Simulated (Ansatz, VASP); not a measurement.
# Cross-check of W2SeS2O between VASP and Ansatz

One calculation is typed for both programs; each brings its own data sets and cutoff. How far apart do they land? The cell is invented: As first built, before any earlier steps moved the atoms: it takes the WSeS structure with some of its atoms replaced by other elements, volume scaled by an estimate. It may not be a known or stable phase. The cell comes out of the VASP series on this material, whose earlier steps may have relaxed, scaled or displaced it; both programs get it as it stands.

Main program and level: Ansatz 0.2.0; plane waves, with VASP 6.6.1 beside it; single point at PBE.

## 1. Starting point

Symmetry: P3m1, No. 156, trigonal system. Conventional cell: a = 3.121 Å, b = 3.121 Å, c = 21.402 Å, α = 90.00°, β = 90.00°, γ = 120.00°. W has 6 S at 2.40 Å nearest. Nearest to W lie 3 O at 2.12 Å and 3 Se at 2.52 Å. Se has 3 W at 2.52 Å nearest. S has 3 W at 2.40 Å nearest. Nearest to S lie 3 W at 2.40 Å. O has 3 W at 2.12 Å nearest. As first built, before any earlier steps moved the atoms: sites of the WSeS structure (space group 156) filled with other elements, volume scaled by an estimate. Farther neighbours and most contacts between anions are not listed.

Structure file:

```cif
data_structure
_symmetry_space_group_name_H-M 'P 1'
_symmetry_Int_Tables_number 1
_cell_length_a 3.1212
_cell_length_b 3.1212
_cell_length_c 21.4021
_cell_angle_alpha 90.000
_cell_angle_beta 90.000
_cell_angle_gamma 120.000
_cell_volume 180.56
loop_
_atom_site_label
_atom_site_type_symbol
_atom_site_fract_x
_atom_site_fract_y
_atom_site_fract_z
_atom_site_occupancy
W1 W 0.00000 0.00000 0.15055 1
W2 W 0.33333 0.66667 0.44139 1
Se3 Se 0.00000 0.00000 0.52339 1
S4 S 0.33333 0.66667 0.07618 1
S5 S 0.33333 0.66667 0.22494 1
O6 O 0.00000 0.00000 0.38916 1
```

## 2. VASP: single point, PBE

A single point gives forces, pressure and levels at one fixed geometry, so differences don't come from the geometry; what else differs is listed under the comparison.

Lines of VASP's logs that name or quote its potential files are left out, and so is its time.

Contents of INCAR:

```
SYSTEM = W2SeS2O
PREC = Accurate
ENCUT = 520
EDIFF = 1E-06
NELM = 100
ISMEAR = -1
SIGMA = 0.05
LREAL = .FALSE.
ALGO = Normal
GGA = PE
NBANDS = 24
LORBIT = 11
LWAVE = .FALSE.
LCHARG = .TRUE.
ISIF = 2
LELF = .TRUE.
LVHAR = .TRUE.
```

Contents of POSCAR:

```
W2SeS2O
1.0
    3.1211548260      0.0000000000      0.0000000000
   -1.5605774130      2.7029994108      0.0000000000
    0.0000000000      0.0000000000     21.4021228641
W Se S O
2 1 2 1
Direct
    0.0000000000      0.0000000000      0.1505534187
    0.3333333300      0.6666666700      0.4413943736
    0.0000000000      0.0000000000      0.5233867682
    0.3333333300      0.6666666700      0.0761750492
    0.3333333300      0.6666666700      0.2249380997
    0.0000000000      0.0000000000      0.3891562805
```

Contents of KPOINTS:

```
Automatic mesh
0
Gamma
8 8 1
0 0 0
```

Potentials, in the order of the species: W, Se, S and O (PBE family, release 64).

Started as:

```
$ mpirun -np 2 vasp_std
```

Numbers of over 12 decimals in the logs are rounded to 6 here.

The log of the run:

```text
[banner, memory and clock lines left out]
running    2 mpi-ranks, on    1 nodes
 distrk:  each k-point on    2 cores,    1 groups
 distr:  one band on    1 cores,    2 groups

 POSCAR found type information on POSCAR W SeS O
 POSCAR found :  4 types and       6 ions
 LDA part: xc-table for (Slater+PW92), standard interpolation
 POSCAR, INCAR and KPOINTS ok, starting setup
 FFT: planning ... GRIDC
 FFT: planning ... GRID_SOFT
 FFT: planning ... GRID
 WAVECAR not read
 entering main loop
       N       E                     dE             d eps       ncg     rms          rms(c)
DAV:   1     0.250523508577E+03    0.25052E+03   -0.15190E+04   480   0.124E+03
DAV:   2    -0.260215337074E+02   -0.27655E+03   -0.26812E+03   672   0.281E+02
DAV:   3    -0.520924320143E+02   -0.26071E+02   -0.25852E+02   648   0.890E+01
DAV:   4    -0.527716669223E+02   -0.67923E+00   -0.67743E+00   696   0.154E+01
DAV:   5    -0.527882924769E+02   -0.16626E-01   -0.16619E-01   672   0.227E+00    0.392E+01
DAV:   6    -0.489060206734E+02    0.38823E+01   -0.23897E+01   704   0.274E+01    0.165E+01
DAV:   7    -0.485481516041E+02    0.35787E+00   -0.65087E+00   632   0.163E+01    0.102E+01
DAV:   8    -0.482825364460E+02    0.26562E+00   -0.10414E+00   736   0.663E+00    0.111E+00
DAV:   9    -0.482781904642E+02    0.43460E-02   -0.12260E-01   648   0.208E+00    0.645E-01
DAV:  10    -0.482754710122E+02    0.27195E-02   -0.11767E-02   624   0.766E-01    0.287E-01
DAV:  11    -0.482745725512E+02    0.89846E-03   -0.30128E-03   648   0.302E-01    0.214E-01
DAV:  12    -0.482739327933E+02    0.63976E-03   -0.73351E-04   640   0.185E-01    0.105E-01
DAV:  13    -0.482735547218E+02    0.37807E-03   -0.31613E-04   656   0.123E-01    0.606E-02
DAV:  14    -0.482734222092E+02    0.13251E-03   -0.14128E-04   664   0.767E-02    0.401E-02
DAV:  15    -0.482734227818E+02   -0.57259E-06   -0.49446E-05   664   0.524E-02    0.211E-02
DAV:  16    -0.482734779562E+02   -0.55174E-04   -0.86851E-05   656   0.706E-02    0.229E-02
DAV:  17    -0.482735313992E+02   -0.53443E-04   -0.23478E-05   624   0.241E-02    0.172E-02
DAV:  18    -0.482736162947E+02   -0.84895E-04   -0.66915E-06   608   0.154E-02    0.946E-03
DAV:  19    -0.482736521972E+02   -0.35903E-04   -0.20226E-06   528   0.860E-03    0.494E-03
DAV:  20    -0.482736790690E+02   -0.26872E-04   -0.89838E-07   464   0.620E-03    0.435E-03
DAV:  21    -0.482736895147E+02   -0.10446E-04   -0.53087E-07   472   0.483E-03    0.269E-03
DAV:  22    -0.482736956016E+02   -0.60869E-05   -0.54691E-07   464   0.373E-03    0.265E-03
DAV:  23    -0.482736957941E+02   -0.19245E-06   -0.17496E-07   472   0.201E-03
   1 F= -.48273696E+02 E0= -.48273694E+02  d E =-.427738E-05
```

From OUTCAR (step 2):

```text
ion  position               nearest neighbor table
   1  0.000  0.000  0.151-   4 2.40   4 2.40   4 2.40   5 2.40   5 2.40   5 2.40
   2  0.333  0.667  0.441-   6 2.12   6 2.12   6 2.12   3 2.52   3 2.52   3 2.52
   3  0.000  0.000  0.523-   2 2.52   2 2.52   2 2.52
   4  0.333  0.667  0.076-   1 2.40   1 2.40   1 2.40
   5  0.333  0.667  0.225-   1 2.40   1 2.40   1 2.40
   6  0.000  0.000  0.389-   2 2.12   2 2.12   2 2.12

  LATTYP: Found a hexagonal cell.
 ALAT       =     3.1211548260
 C/A-ratio  =     6.8571166947

 Subroutine GETGRP returns: Found  6 space group operations
 (whereof  6 operations were pure point group operations)

The static configuration has the point symmetry C_3v.

 Found     10 irreducible k-points:

   k-points           NKPTS =     10   k-points in BZ     NKDIM =     10   number of bands    NBANDS=     24

   dimension x,y,z NGX =    24 NGY =   24 NGZ =  160
   dimension x,y,z NGXF=    48 NGYF=   48 NGZF=  320

   ENCUT  =  520.0 eV  38.22 Ry    6.18 a.u.   5.80  5.80 39.79*2*pi/ulx,y,z

   NELECT =      36.0000    total number of electrons

 k-points in reciprocal lattice and weights: Automatic mesh
   0.00000000  0.00000000  0.00000000       0.016
   0.12500000  0.00000000  0.00000000       0.094
   0.25000000  0.00000000  0.00000000       0.094
   0.37500000  0.00000000  0.00000000       0.094
   0.50000000  0.00000000  0.00000000       0.047
   0.12500000  0.12500000  0.00000000       0.094
   0.25000000  0.12500000  0.00000000       0.188
   0.37500000  0.12500000  0.00000000       0.188
   0.25000000  0.25000000  0.00000000       0.094
   0.37500000  0.25000000  0.00000000       0.094

 average (electrostatic) potential at core
       1 -44.5995       2 -46.0198       3 -58.2661       4 -90.4396       5 -90.4152
       6 -75.3881

 E-fermi :   1.4993

 k-point     1 :       0.0000    0.0000    0.0000
  band No.  band energies     occupation
    ...
     14      -0.9839      2.00000
     15      -0.3855      2.00000
     16      -0.3855      2.00000
     17       0.6692      2.00000
     18       1.0338      1.99982
     19       3.0354      0.00000
     20       3.0354      0.00000
     21       3.7370      0.00000
     22       3.7375      0.00000
     23       4.0370      0.00000
    ...

 k-point     2 :       0.1250    0.0000    0.0000
  band No.  band energies     occupation
    ...
     14      -1.1867      2.00000
     15      -0.7875      2.00000
     16      -0.3102      2.00000
     17       0.5597      2.00000
     18       0.7110      2.00000
     19       2.8025      0.00000
     20       3.0848      0.00000
     21       3.1618      0.00000
     22       3.5914      0.00000
     23       3.9186      0.00000
    ...

 k-point     3 :       0.2500    0.0000    0.0000
  band No.  band energies     occupation
    ...
     14      -1.4041      2.00000
     15      -0.7606      2.00000
     16      -0.7209      2.00000
     17      -0.2107      2.00000
     18       0.0583      2.00000
     19       2.3449      0.00000
     20       2.9444      0.00000
     21       3.2081      0.00000
     22       3.5391      0.00000
     23       3.6775      0.00000
    ...

  Total        0.0077983      0.0077983      0.0029851     -0.0000000      0.0000000      0.0000000
  in kB        0.0691975      0.0691975      0.0264877     -0.0000000      0.0000000      0.0000000
  external PRESSURE =       0.0549609 kB  Pullay stress =       0.0000000 kB

  energy-cutoff  :      520.00
  volume of cell :      180.56
      direct lattice vectors                 reciprocal lattice vectors
     3.121154826  0.000000000  0.000000000     0.320394231  0.184979693  0.000000000
    -1.560577413  2.702999411  0.000000000     0.000000000  0.369959385  0.000000000
     0.000000000  0.000000000 21.402122864     0.000000000  0.000000000  0.046724337

 POSITION                                       TOTAL-FORCE (eV/Angst)
 -----------------------------------------------------------------------------------
      0.00000      0.00000      3.22216         0.000000      0.000000     -0.003446
     -0.00000      1.80200      9.44678        -0.000000      0.000000      0.002878
      0.00000      0.00000     11.20159        -0.000000      0.000000      0.001622
     -0.00000      1.80200      1.63031        -0.000000     -0.000000     -0.007151
     -0.00000      1.80200      4.81415         0.000000      0.000000     -0.000704
      0.00000      0.00000      8.32877        -0.000000     -0.000000      0.006799
 -----------------------------------------------------------------------------------
    total drift:                                0.000016     -0.000008      0.000232

  FREE ENERGIE OF THE ION-ELECTRON SYSTEM (eV)
  ---------------------------------------------------
  free  energy   TOTEN  =       -48.2736957941 eV

  energy  without entropy=      -48.2736915167  energy(sigma->0) =      -48.27369366

 total charge
# of ion       s       p       d       tot
------------------------------------------
    1        0.572   0.732   4.281   5.585
    2        0.525   0.664   4.093   5.282
    3        1.482   2.362   0.078   3.922
    4        1.359   2.368   0.000   3.727
    5        1.361   2.363   0.000   3.724
    6        1.572   3.382   0.000   4.954
--------------------------------------------------
tot          6.872  11.871   8.451  27.194

[... 3 further parts left out ...]
```

This run has no spin polarisation, although W can carry a moment. The data set W keeps the semicore shell frozen, which is cheaper and a little less accurate.

## 3. Ansatz: single point, PBE

Ansatz runs on its default PAW (the set named soft_2) files.

The same cell, functional, mesh and smearing now go to Ansatz, which takes its cutoff from its data sets.

Contents of input.yaml:

```yaml
crystal:
  lattice:
    - [3.121154826, 0.0, 0.0]
    - [-1.560577413, 2.7029994108, 0.0]
    - [0.0, 0.0, 21.4021228641]
  atoms:
    - { symbol: W, position: [0.0, 0.0, 0.1505534187] }
    - { symbol: W, position: [0.33333333, 0.66666667, 0.4413943736] }
    - { symbol: Se, position: [0.0, 0.0, 0.5233867682] }
    - { symbol: S, position: [0.33333333, 0.66666667, 0.0761750492] }
    - { symbol: S, position: [0.33333333, 0.66666667, 0.2249380997] }
    - { symbol: O, position: [0.0, 0.0, 0.3891562805] }
hamiltonian:
  xc: pbe
  pseudopotentials: { kind: paw }
kpoints:
  mp_grid: { grid: [8, 8, 1] }
scf:
  occupations: { method: fermi_dirac, width: 0.05 }
  n_extra_bands: 5
output:
  forces: true
  stress: true
  eigenvalues: true
```

Started as:

```
$ ansatz run input.yaml --threads 4 --pin off --max-ram 9216MiB --backend cpu --events-out ev --progress --plain --runs-dir out
```

The log of the run:

```text
scf.n_extra_bands = 5 over 31 filled bands (N_el = 62.0): the run solves 36 bands
Engine: ansatz 0.2.0, aarch64-unknown-linux-gnu
Pseudopotentials: kind: paw
Pseudopotential: W, paw, valence charge 14, recommended cutoff 420 eV (normal), W.paw.azcp
Pseudopotential: Se, paw, valence charge 16, recommended cutoff 420 eV (normal), Se.paw.azcp
Pseudopotential: S, paw, valence charge 6, recommended cutoff 420 eV (normal), S.paw.azcp
Pseudopotential: O, paw, valence charge 6, recommended cutoff 420 eV (normal), O.paw.azcp
Functional definition: PBE
  parameter kappa = 0.804
  parameter beta = 0.066725
  exchange = pbe_x(kappa = kappa, mu = beta*pi^2/3)
  correlation = pbe_c(beta = beta)
Crystal: 6 atoms, lattice volume = 180.559 Å³
Basis set: ecut = 420 eV, 3491 PW (Γ), exchange–correlation on 48×48×288 points (8 copies of the dense FFT grid, shifted against one another)
Bands: 36, of which v1, the nominal top of the filled ones, is band 31 counted from 1 (30 counted from 0)
Symmetry: 6 space group operations
Space group: P3m1 (ITA 156), of the structure as read, at distance tolerance 5.7e-5 Å
k-points: 10 of 64 (time reversal used)
Non-local potential: W, projectors of the file, l = 0: 3, l = 1: 2, l = 2: 2, l = 3: 1
Non-local potential: Se, projectors of the file, l = 0: 2, l = 1: 2, l = 2: 3, l = 3: 1
Non-local potential: S, projectors of the file, l = 0: 2, l = 1: 2, l = 2: 2
Non-local potential: O, projectors of the file, l = 0: 2, l = 1: 2, l = 2: 1
PAW form: soft (Blöchl's): semilocal exchange-correlation on the pseudo side does not see the compensation charge
PAW one-centre angular grid: W, 590 points (default); XC on 64 Gauss nodes
PAW one-centre angular grid: Se, 590 points (default); XC on 64 Gauss nodes
PAW one-centre angular grid: S, 110 points (default); XC on 64 Gauss nodes
PAW one-centre angular grid: O, 110 points (default); XC on 64 Gauss nodes
Initial density: superposition of atomic densities (neutral atoms: chi_scale 0, normalization atom), corrected by the library's trained network
Initial wavefunctions: pseudopotential atomic-orbital guess
Functional: x = pbe(κ = 0.804, μ = 0.219515), c = pbe(β = 0.066725)
SCF iter   1: F=—  HF=-28613.412824 eV  |F-HF|=—  |Δ(HF+E_count)|=         —  Δρ=5.57e-3  dr2=1.97e-1  ethr=1.77e-3  ⟨swp⟩=7.8  Hψ=1598  notcnv=0
preconditioner: auto → none  [insulator: Δε(μ)=1.143 eV  Ē_g=8.665 eV  σ=0.050 eV  W_gap=1.00  n_scr=14 (ndim 8)  ℏωp=16.6 eV  f_vac=0.441  D(μ)=0.00/eV (n_scr^D=0)  ε∞_Penn≈4.7]
SCF iter   2: F=—  HF=-28613.589642 eV  |F-HF|=—  |Δ(HF+E_count)|=   1.77e-1  Δρ=1.04e-2  dr2=1.91e0  ethr=3.17e-4  ⟨swp⟩=4.3  Hψ=773  notcnv=0  defer=1  recentre
SCF iter   3: F=—  HF=-28613.396282 eV  |F-HF|=—  |Δ(HF+E_count)|=   1.93e-1  Δρ=3.76e-3  dr2=7.70e-2  ethr=3.17e-4  ⟨swp⟩=3.9  Hψ=710  notcnv=0
SCF iter   4: F=—  HF=-28613.391969 eV  |F-HF|=—  |Δ(HF+E_count)|=   4.31e-3  Δρ=2.27e-3  dr2=1.25e-2  ethr=1.24e-4  ⟨swp⟩=2.1  Hψ=518  notcnv=0  defer=1
SCF iter   5: F=—  HF=-28613.393541 eV  |F-HF|=—  |Δ(HF+E_count)|=   1.57e-3  Δρ=8.92e-4  dr2=1.40e-3  ethr=2.02e-5  ⟨swp⟩=2.2  Hψ=558  notcnv=0  defer=1
SCF iter   6: F=—  HF=-28613.393723 eV  |F-HF|=—  |Δ(HF+E_count)|=   1.82e-4  Δρ=5.86e-4  dr2=3.43e-4  ethr=2.26e-6  ⟨swp⟩=2.1  Hψ=587  notcnv=0  defer=1
SCF iter   7: F=—  HF=-28613.393930 eV  |F-HF|=—  |Δ(HF+E_count)|=   2.07e-4  Δρ=2.03e-4  dr2=4.16e-5  ethr=5.53e-7  ⟨swp⟩=2.0  Hψ=588  notcnv=0  defer=1
SCF iter   8: F=—  HF=-28613.393976 eV  |F-HF|=—  |Δ(HF+E_count)|=   4.65e-5  Δρ=7.60e-5  dr2=4.43e-6  ethr=6.71e-8  ⟨swp⟩=2.0  Hψ=508  notcnv=0  defer=1
SCF iter   9: F=—  HF=-28613.393983 eV  |F-HF|=—  |Δ(HF+E_count)|=   6.23e-6  Δρ=2.21e-5  dr2=6.77e-7  ethr=7.15e-9  ⟨swp⟩=2.3  Hψ=615  notcnv=0  defer=1
SCF iter  10: F=—  HF=-28613.393983 eV  |F-HF|=—  |Δ(HF+E_count)|=   2.05e-7  Δρ=1.25e-5  dr2=3.77e-7  ethr=1.09e-9  ⟨swp⟩=2.3  Hψ=541  notcnv=0  defer=1
SCF iter  11: F=-28613.393983 eV  HF=-28613.393983 eV  |F-HF|=5.31e-8  |Δ(HF+E_count)|=   1.55e-8  Δρ=5.36e-6  dr2=8.18e-8  ethr=1.61e-10  ⟨swp⟩=6.8  Hψ=1685  notcnv=0
SCF 1 converged in 11 iterations: F = -28613.393983 eV  dr2 = 8.18e-8
  greatest PAW one-centre occupation: 1.000 electrons in one spin orbital (limit 2), on the Se atom at site 2 (counted from 0), in its partial waves of l = 2
SCF converged after 11 iterations
Free energy (F): -28613.393983 eV
Harris-Foulkes:  -28613.393983 eV  (|F-HF|=5.31e-8)
Internal energy: -28613.393981 eV  (E = F + TS)
E sigma→0 (E₀):  -28613.393982 eV
Entropy (-TS):   -0.000002 eV (-0.000 meV/atom)
Fermi energy:    5.182433 eV
--- Per-component energies (eV) ---
  E_band       = -1184.204606
  E_kinetic    = 1409.319438
  E_local      = -34082.202103  (includes V_loc(G=0)·N_el)
  E_nonlocal   = -490.298513
  E_hartree    = 16450.551279
  E_xc         = -907.011826
  E_vxc        = -846.017145  (∫ρ·V_xc dr)
  E_paw        = -20394.274637  (= ΣΔE_a)
  E_vpaw       = -76.117384  (= ΣTr[D̂ρ^β])
  E_aug_tail   = 0.001683  (compensation charges beyond the density's cutoff)
  E_ewald      = 9400.520698
  E_smearing   = -0.000002  (= −TS)
  E_closure    = 0.000000  (closes the sum)
  Σ components = -28613.393983   (vs F -28613.393983, Δ=0.00e0)
--- Forces (eV/Å), atoms counted from 1 ---
  atom   1  W      0.00000000     0.00000000    -0.00405681
  atom   2  W      0.00000000    -0.00000000    -0.05454107
  atom   3  Se     0.00000000     0.00000000     0.04741387
  atom   4  S      0.00000000    -0.00000000    -0.06270355
  atom   5  S      0.00000000    -0.00000000     0.05481766
  atom   6  O      0.00000000     0.00000000     0.01907669
  max |Σ_I F_I| component: 6.80e-6 eV/Å
--- Stress (GPa, compression-positive) ---
        0.323304       0.000000      -0.000000
        0.000000       0.323304       0.000000
        0.000000       0.000000       0.273846
  P = ⅓ Tr σ = 0.3068 GPa (3.068 kbar)
--- Band table (eV; the first three rows and the last of 10) ---
  k-point 0: bands = [... 27 lower, 3.2089, 3.2089, 4.2965, 4.6923, 6.7383, 6.7383, 7.4329, 7.4329, ... 1 higher]
  k-point 1: bands = [... 27 lower, 2.8067, 3.2901, 4.2021, 4.3575, 6.5031, 6.7847, 6.8558, 7.1999, ... 1 higher]
  k-point 2: bands = [... 27 lower, 2.8346, 2.8858, 3.4625, 3.6687, 6.0534, 6.6525, 6.8282, 7.2326, ... 1 higher]
  k-point 9: bands = [... 27 lower, 1.5211, 2.2252, 3.4850, 4.4836, 5.7585, 7.0213, 7.0844, 7.9419, ... 1 higher]
```

The job ended after 1.9 s (4 threads of Arm Neoverse V2, shared host; peak memory 0.48 GiB; 6.9 s of CPU time).

## 4. Comparison

Known differences besides the PAW data sets themselves: the data sets hold 62 valence electrons in Ansatz (default PAW (the set named soft_2) files) and 36 in VASP; the cutoff is 420 eV in Ansatz and 520 eV in VASP; VASP leaves aspherical gradient terms in its spheres out (LASPH is not set), Ansatz keeps them. Total energies have different zeros and are not compared.

The two programs side by side:

```csv
quantity,Ansatz,VASP,difference
pressure (GPa),0.31,0.01,+0.30
gap on the k mesh (eV),1.066,1.008,+0.058
```

At this near-relaxed geometry the largest component of a force difference is 57 meV/Å. Ansatz's pressure holds a Pulay correction of 0.09 GPa; VASP's holds none.

## 5. Further runs

The difference is large enough to ask for its cause, so further runs change the set-up of one program at a time, as the table lists.

```csv
run,r.m.s. force difference (meV/Å)
as above,26
Ansatz's larger PAW set (cutoff 900 eV),29
norm-conserving potentials (cutoff 1240 eV),32
```

## 6. Outcome

| Property | Result |
| --- | --- |
| r.m.s. force difference (single point, PBE) | 26 meV/Å |
| difference in gap on the k mesh (single point, PBE) | 0.058 eV |

In words: The r.m.s. force difference is 26 meV/Å (single point, PBE), beyond the 12 meV/Å picked in this series as the mark of a large difference. For single point, PBE: no further run halves the r.m.s. force difference; only Ansatz's side was varied, and Ansatz's runs with other potentials lie closer to each other than to VASP, which for this quantity points to VASP's side; this was not tested here. How closely two codes agree says nothing of how well the functional describes the real material.

[Lines on the potential files, build, host, timing and source positions are cut from VASP's logs without a mark.]

[Logs are printed without paths, hosts, clocks, repeated set-up lines and the standing remarks that a program may print on its own settings, such as how far it seeks lower states.]

[Hosts, paths, dates, database ids (printed as entryN), source tags and the programs' standing remarks are cut or masked in the printed files.]
